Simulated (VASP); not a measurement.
Method: PBE GGA, VASP's PBE PAW potentials (set 64) (plane waves; VASP 6.6.1).

A VASP calculation is set up with these files.

INCAR:
```
SYSTEM = AgCl
PREC = Accurate
ENCUT = 400
EDIFF = 1E-6
NELM = 100
ALGO = Normal
LREAL = .FALSE.
LASPH = .TRUE.
ISMEAR = 0
SIGMA = 0.05
GGA = PE
LMAXMIX = 4
LWAVE = .FALSE.
LCHARG = .FALSE.
ISIF = 2
```

### KPOINTS
```
Automatic
0
G
  8 8 8
0 0 0
```

File POSCAR:
```
AgCl
1
    0.0000000000     2.7750000000     2.7750000000
    2.7750000000     0.0000000000     2.7750000000
    2.7750000000     2.7750000000     0.0000000000
Ag Cl
1 1
Direct
  0.0000000000   0.0000000000   0.0000000000
  0.5000000000   0.5000000000   0.5000000000
```

POTCAR, in this order: Ag Cl (PBE.64 set). Program: vasp_std.

**Question.** Estimate the energy per atom (σ→0), pressure, band gap (on the k-mesh).

**Answer.** 
The energy per atom (σ→0) comes out as -2.698 eV/atom and the band gap (on the k-mesh) is 0.91 eV. The pressure comes out as 1.20 GPa.

File OSZICAR:
```
...
DAV:   6    -0.539921907112E+01    0.17933E+00   -0.32923E-01   812   0.788E+00    0.416E+00
DAV:   7    -0.539557520720E+01    0.36439E-02   -0.10532E-01   759   0.259E+00    0.200E+00
DAV:   8    -0.539487957442E+01    0.69563E-03   -0.54656E-03   784   0.917E-01    0.314E-01
DAV:   9    -0.539494398765E+01   -0.64413E-04   -0.70804E-04   824   0.384E-01    0.439E-02
DAV:  10    -0.539500754452E+01   -0.63557E-04   -0.96032E-05   769   0.983E-02    0.249E-02
DAV:  11    -0.539501483364E+01   -0.72891E-05   -0.72602E-06   819   0.241E-02    0.400E-03
DAV:  12    -0.539501485614E+01   -0.22502E-07   -0.29189E-07   527   0.758E-03
   1 F= -.53950149E+01 E0= -.53950149E+01  d E =-.481648E-13
```

The compound is AgCl in the rock salt structure. The cell was not relaxed at this level.
